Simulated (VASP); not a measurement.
Data:

```yaml
crystal:
  lattice:
    - [-1.92196, 1.92196, 6.60883]
    - [1.92196, -1.92196, 6.60883]
    - [1.92196, 1.92196, -6.60883]
  atoms:
    - { symbol: Ba, position: [0.00000, 0.00000, 0.00000] }
    - { symbol: Mn, position: [0.75000, 0.25000, 0.50000] }
    - { symbol: Mn, position: [0.25000, 0.75000, 0.50000] }
    - { symbol: As, position: [0.64480, 0.64480, 0.00000] }
    - { symbol: As, position: [0.35520, 0.35520, 0.00000] }
```

These are PBEsol GGA, VASP's PBE PAW potentials (set 64) (plane waves; VASP) values and carry that method's errors. Run with 400 eV cut-off, Gaussian smearing of 0.050 eV, potentials Ba_sv Mn_pv As.

The run has a spin-polarised start.

Question: Estimate the cell moment.

Answer: 
The cell moment is 3.48 μB.

The structure comes from a computed database's BaMn2As2 entry (I4/mmm); how it stands against other phases isn't given here. It was relaxed first, which changed the volume by -20 %.
